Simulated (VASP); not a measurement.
# Li3Ge4N (I4/mmm) in VASP: relaxation of cell and atoms with PBE

Aim: the relaxation of cell and atoms of Li3Ge4N with PBE.

Everything below comes from runs of VASP 6.6.1. Logs are shortened: lines on timing, memory, paths and dates and some standing lists are left out, and cuts for length are marked.

## Step 1: The crystal as given

The structure is tetragonal, space group I4/mmm (No. 139). Conventional cell: a = 6.391 Å, b = 6.391 Å, c = 6.723 Å, α = 90.00°, β = 90.00°, γ = 90.00°. Around Li (site symmetry mmm) lie 4 Ge at 2.27 Å. Around Li (site symmetry 4/mmm) lie 4 Ge at 2.46 Å. Ge (site symmetry m2m) is surrounded by 1 N at 2.06 Å and 2 Li at 2.27 Å. N (site symmetry 4/mmm) has 4 Ge at 2.06 Å as nearest neighbours.

The cell was built by a generator and needn't be a form met in nature.

## Step 2: Relaxation of cell and atoms, PBE

INCAR

```
PREC = Normal
ENCUT = 520
EDIFF = 1E-4
ISMEAR = 0
SIGMA = 0.15
LREAL = F
LASPH = T
NELM = 60
ALGO = Fast
ISIF = 3
LWAVE = F
LCHARG = F
GGA = PE
IBRION = 2
NSW = 24
EDIFFG = -0.08
```

KPOINTS

```
Automatic mesh
0
Gamma
  4 4 4
```

POSCAR

```
Li3Ge4N
1.0
   -3.1957297500      3.1957297500      3.3614994900
    3.1957297500     -3.1957297500      3.3614994900
    3.1957297500      3.1957297500     -3.3614994900
Li Ge N
3 4 1
Direct
    0.5000000000      0.0000000000      0.5000000000
    0.0000000000      0.5000000000      0.5000000000
    0.5000000000      0.5000000000      0.0000000000
    0.2277827600      0.2277827600      0.4555655300
    0.7722172400      0.7722172400      0.5444344700
    0.2277827600      0.7722172400      0.0000000000
    0.7722172400      0.2277827600      0.0000000000
    0.0000000000      0.0000000000      0.0000000000
```

Potentials or basis: VASP PAW PBE potentials, release 64 (Li_sv, Ge_d, N).

The run is started by

```
cat potpaw_PBE.64/Li_sv/POTCAR potpaw_PBE.64/Ge_d/POTCAR potpaw_PBE.64/N/POTCAR > POTCAR
mpirun -np 1 vasp_std > vasp.out
```

OUTCAR:

```text
PREC = Normal
   ENCUT = 520
   EDIFF = 1E-4
   ISMEAR = 0
   LREAL = F
   LASPH = T
   NELM = 60
   ISIF = 3
   GGA = PE
   IBRION = 2
   NSW = 24
   EDIFFG = -0.08

 ion  position               nearest neighbor table
   1  0.500  0.000  0.500-   4 2.27   5 2.27   7 2.27   6 2.27
   2  0.000  0.500  0.500-   4 2.27   5 2.27   6 2.27   7 2.27
   3  0.500  0.500  0.000-   5 2.46   4 2.46   7 2.46   6 2.46
   4  0.228  0.228  0.456-   8 2.06   2 2.27   1 2.27   3 2.46   7 2.91   6 2.91
   5  0.772  0.772  0.544-   8 2.06   2 2.27   1 2.27   3 2.46   6 2.91   7 2.91
   6  0.228  0.772  0.000-   8 2.06   1 2.27   2 2.27   3 2.46   4 2.91   5 2.91
   7  0.772  0.228  0.000-   8 2.06   2 2.27   1 2.27   3 2.46   4 2.91   5 2.91
   8  0.000  0.000  0.000-   6 2.06   7 2.06   4 2.06   5 2.06

  LATTYP: Found a body centered tetragonal cell.
 ALAT       =     6.3914595000
 C/A-ratio  =     1.0518722649

  Lattice vectors:

 A1 = (  -3.1957297500,   3.1957297500,   3.3614994900)
 A2 = (   3.1957297500,  -3.1957297500,   3.3614994900)
 A3 = (   3.1957297500,   3.1957297500,  -3.3614994900)

Analysis of symmetry for initial positions (statically):
=====================================================================
 Subroutine PRICEL returns:
 Original cell was already a primitive cell.

 Routine SETGRP: Setting up the symmetry group for a
 body centered tetragonal supercell.

 Subroutine GETGRP returns: Found 16 space group operations
 (whereof 16 operations were pure point group operations)
 out of a pool of 16 trial point group operations.

The static configuration has the point symmetry D_4h.

Analysis of symmetry for dynamics (positions and initial velocities):
=====================================================================
 Subroutine PRICEL returns:
 Original cell was already a primitive cell.

 Routine SETGRP: Setting up the symmetry group for a
 body centered tetragonal supercell.

 Subroutine GETGRP returns: Found 16 space group operations
 (whereof 16 operations were pure point group operations)
 out of a pool of 16 trial point group operations.

The dynamic configuration has the point symmetry D_4h.

 Subroutine INISYM returns: Found 16 space group operations
 (whereof 16 operations are pure point group operations),
 and found     1 'primitive' translations

----------------------------------------------------------------------------------------

                                     Primitive cell

  volume of cell :     137.3198

  direct lattice vectors                    reciprocal lattice vectors
    -3.195729750  3.195729750  3.361499490     0.000000000  0.156458787  0.148743143
     3.195729750 -3.195729750  3.361499490     0.156458787  0.000000000  0.148743143
     3.195729750  3.195729750 -3.361499490     0.156458787  0.156458787  0.000000000

  length of vectors
     5.632499986  5.632499986  5.632499986     0.215879306  0.215879306  0.221266138

  position of ions in fractional coordinates (direct lattice)
     0.500000000  0.000000000  0.500000000
     0.000000000  0.500000000  0.500000000
     0.500000000  0.500000000  0.000000000
     0.227782760  0.227782760  0.455565530
     0.772217240  0.772217240  0.544434470
     0.227782760  0.772217240  0.000000000
     0.772217240  0.227782760  0.000000000
     0.000000000  0.000000000  0.000000000

  ion indices of the primitive-cell ions
   primitive index   ion index
                 1           1
                 2           2
                 3           3
                 4           4
                 5           5
                 6           6
                 7           7
                 8           8

----------------------------------------------------------------------------------------

 KPOINTS: Automatic mesh

Automatic generation of k-mesh.
 Grid dimensions read from file:
 generate k-points for:    4    4    4

 Generating k-lattice:

  Cartesian coordinates                     Fractional coordinates (reciprocal lattice)
     0.000000000  0.039114697  0.037185786     0.250000000  0.000000000 -0.000000000
     0.039114697  0.000000000  0.037185786     0.000000000  0.250000000 -0.000000000
     0.039114697  0.039114697  0.000000000     0.000000000  0.000000000  0.250000000

  Length of vectors
     0.053969826  0.053969826  0.055316535

  Shift w.r.t. Gamma in fractional coordinates (k-lattice)
     0.000000000  0.000000000  0.000000000

 Subroutine IBZKPT returns following result:
 ===========================================

 Found     13 irreducible k-points:

 Following reciprocal coordinates:
            Coordinates               Weight
  0.000000  0.000000  0.000000      1.000000
  0.250000  0.000000  0.000000      8.000000
  0.500000  0.000000  0.000000      4.000000
  0.250000  0.250000  0.000000      8.000000
  0.500000  0.250000 -0.000000     16.000000
 -0.250000  0.250000  0.000000      4.000000
  0.500000  0.500000  0.000000      2.000000
  0.250000  0.250000  0.250000      2.000000
 -0.250000  0.250000  0.250000      4.000000
  0.500000  0.500000  0.250000      4.000000
 -0.250000  0.500000  0.250000      8.000000
 -0.250000 -0.250000  0.250000      2.000000
  0.500000  0.500000  0.500000      1.000000
   k-points           NKPTS =     13   k-points in BZ     NKDIM =     13   number of bands    NBANDS=     42
   number of dos      NEDOS =    301   number of ions     NIONS =      8
   total plane-waves  NPLWV =  32768
   dimension x,y,z NGX =    32 NGY =   32 NGZ =   32
   dimension x,y,z NGXF=    64 NGYF=   64 NGZF=   64
   ions per type =               3   4   1
   NGX,Y,Z   is equivalent  to a cutoff of   9.44,  9.44,  9.44 a.u.
   NGXF,Y,Z  is equivalent  to a cutoff of  18.89, 18.89, 18.89 a.u.
 SYSTEM =  unknown system
   PREC   = normal    normal or accurate (medium, high low for compatibility)
   ISTART =      0    job   : 0-new  1-cont  2-samecut
   ICHARG =      2    charge: 1-file 2-atom 10-const
   ISPIN  =      1    spin polarized calculation?
   LNONCOLLINEAR =      F non collinear calculations
   LSORBIT =      F    spin-orbit coupling
   LASPH  =      T    aspherical Exc in radial PAW
   ENCUT  =  520.0 eV  38.22 Ry    6.18 a.u.  10.47 10.47 10.47*2*pi/ulx,y,z
   NELM   =     60;   NELMIN=  2; NELMDL= -5     # of ELM steps
   EDIFF  = 0.1E-03   stopping-criterion for ELM
   LREAL  =      F    real-space projection
   EDIFFG = -.8E-01   stopping-criterion for IOM
   NSW    =     24    number of steps for IOM
   IBRION =      2    ionic relax: 0-MD 1-quasi-New 2-CG
   NFREE  =      1    steps in history (QN), initial steepest desc. (CG)
   ISIF   =      3    stress and relaxation
   ISYM   =      2    0-nonsym 1-usesym 2-fastsym
   POTIM  = 0.5000    time-step for ionic-motion
   TEBEG  =    0.0;   TEEND  =   0.0 temperature during run
   PSTRESS=    0.0 pullay stress
   NELECT =      70.0000    total number of electrons
   NUPDOWN=      -1.0000    fix difference up-down
   EMIN   =  10.00;   EMAX   =-10.00  energy-range for DOS
   EFERMI =   0.00;   METHOD = LEGACY
   ISMEAR =     0;   SIGMA  =   0.15  broadening in eV -4-tet -1-fermi 0-gaus
   EFERMI_NEDOS =   21; number of points for ismear=-14 and -15
   IALGO  =     68    algorithm
   IMIX   =      4    mixing-type and parameters
     AMIX     =   0.40;   BMIX     =  1.00
     AMIX_MAG =   1.60;   BMIX_MAG =  1.00
  volume/ion in A,a.u.               =      17.16       115.83
  Fermi-wavevector in a.u.,A,eV,Ry     =   1.307765  2.471318 23.269364  1.710250
  Thomas-Fermi vector in A             =   2.438478
   LORBIT       =      0    0 simple, 1 ext, 2 COOP (PROOUT), +10 PAW based schemes
   GGA     = PE    functional components
   LHFCALC =     F    Hartree Fock is set to
   AEXX    =    0.0000 exact exchange contribution
   IVDW    =     0    specifies the selected vdW correction
   LEPSILON=     F    determine dielectric tensor
   LRPA    =     F    only Hartree local field effects (RPA)
 conjugate gradient relaxation of ions
 non-spin polarized calculation
 RMM-DIIS sequential band-by-band and
 Gauss-broadening in eV      SIGMA  =   0.15
  energy-cutoff  :      520.00
  volume of cell :      137.32
 maximum number of plane-waves:      3729
   NGX = 21   NGY = 21   NGZ = 21

--------------------------------------- Ionic step        1  -------------------------------------------

 number of electron      70.0000103 magnetization

 Free energy of the ion-electron system (eV)
  ---------------------------------------------------
  ext. energy  EPLUGINS =         0.00000000
  ---------------------------------------------------
  free energy    TOTEN  =       -27.68286017 eV

  energy without entropy =      -27.65848807  energy(sigma->0) =      -27.67067412

------------------------ aborting loop because EDIFF is reached ----------------------------------------

  FORCE on cell =-STRESS in cart. coord.  units (eV):
  Direction    XX          YY          ZZ          XY          YZ          ZX
  --------------------------------------------------------------------------------------
  -------------------------------------------------------------------------------------
  Total        9.5491411      9.5491411     -6.8695494      0.0000000      0.0000000      0.0000000
  in kB      111.4145112    111.4145112    -80.1504009      0.0000000      0.0000000      0.0000000
  external PRESSURE =      47.5595405 kB  Pullay stress =       0.0000000 kB
[... 107 lines left out ...]
  FREE ENERGIE OF THE ION-ELECTRON SYSTEM (eV)
  ---------------------------------------------------
  free  energy   TOTEN  =       -29.6434554527 eV

  energy  without entropy=      -29.5947803265  energy(sigma->0) =      -29.61911789

 E-fermi :   3.0417     XC(G=0):  -8.9585

 val. band max:        3.0366755937   @ k =   0.5000   0.0000   0.0000
 cond. band min:       3.0827705352   @ k =   0.5000   0.5000   0.0000
 fundamental gap:      0.0460949415
 Fermi energy:         3.0416856256

 k-point     1 :       0.0000    0.0000    0.0000
  band No.  band energies     occupation
      1     -44.8098      2.00000
      2     -43.2454      2.00000
      3     -43.2375      2.00000
      4     -21.6161      2.00000
      5     -21.5784      2.00000
      6     -21.5784      2.00000
[... 574 lines left out ...]
     41      73.7816      0.00000
     42      95.6205      0.00000

[... ionic steps 4 to 12 ...]

--------------------------------------- Ionic step       13  -------------------------------------------

 number of electron      69.9999875 magnetization

------------------------ aborting loop because EDIFF is reached ----------------------------------------

  FORCE on cell =-STRESS in cart. coord.  units (eV):
  Direction    XX          YY          ZZ          XY          YZ          ZX
  --------------------------------------------------------------------------------------
  -------------------------------------------------------------------------------------
  Total        0.8283267      0.8283267      0.5890085      0.0000000      0.0000000      0.0000000
  in kB        9.8197617      9.8197617      6.9826587      0.0000000      0.0000000      0.0000000
  external PRESSURE =       8.8740607 kB  Pullay stress =       0.0000000 kB
[... 69 lines left out ...]
  energy  without entropy=      -30.6116819905  energy(sigma->0) =      -30.63461168

--------------------------------------- Ionic step       15  -------------------------------------------

 number of electron      69.9999880 magnetization

 Free energy of the ion-electron system (eV)
  ---------------------------------------------------
  ext. energy  EPLUGINS =         0.00000000
  ---------------------------------------------------
  free energy    TOTEN  =       -30.65680724 eV

  energy without entropy =      -30.61066862  energy(sigma->0) =      -30.63373793

 E-fermi :   4.4022     XC(G=0):  -9.7128

 val. band max:        4.3323962016   @ k =  -0.2500   0.5000   0.2500
 cond. band min:       4.4465228519   @ k =  -0.2500   0.2500   0.0000
 fundamental gap:      0.1141266502
 Fermi energy:         4.4022261336

 k-point     1 :       0.0000    0.0000    0.0000
  band No.  band energies     occupation
      1     -42.9412      2.00000
      2     -41.8996      2.00000
      3     -41.8686      2.00000
      4     -20.2591      2.00000
      5     -20.2005      2.00000
      6     -20.1983      2.00000
[... 609 lines left out ...]
  FREE ENERGIE OF THE ION-ELECTRON SYSTEM (eV)
  ---------------------------------------------------
  free  energy   TOTEN  =       -30.6568072375 eV

  energy  without entropy=      -30.6106686162  energy(sigma->0) =      -30.63373793

 reached required accuracy - stopping structural energy minimisation
```

It took 9 min on 1 thread of Intel Xeon 6975P-C (Granite Rapids), shared host; peak memory 0.23 GiB.

These settings aren't checked as converged: the numbers below hold their error.

Results:

```yaml
Free_energy: -30.6568 eV
Relaxed_volume: 16.98 Å³/atom
Relaxed_cell: a = 5.724 Å, b = 5.724 Å, c = 5.724 Å, α = 102.12°, β = 102.12°, γ = 125.45°
Space_group_after_relaxing_to_0.05_Å: I4/mmm (No. 139)
Energy_gained_by_relaxing: 371.7 meV/atom
Ionic_steps: 15
Largest_force_after_relaxing: 0.057 eV/Å
Band_gap_on_the_k_mesh: none (metal or under the smearing width)
```

Caveat: the cutoff is under 1.25 times the usual one of these potentials, so pressure, stress and relaxed cells hold a basis-set (Pulay) error; the relaxation stopped at a loose force limit of 0.08 eV/Å, so its end isn't a converged minimum.
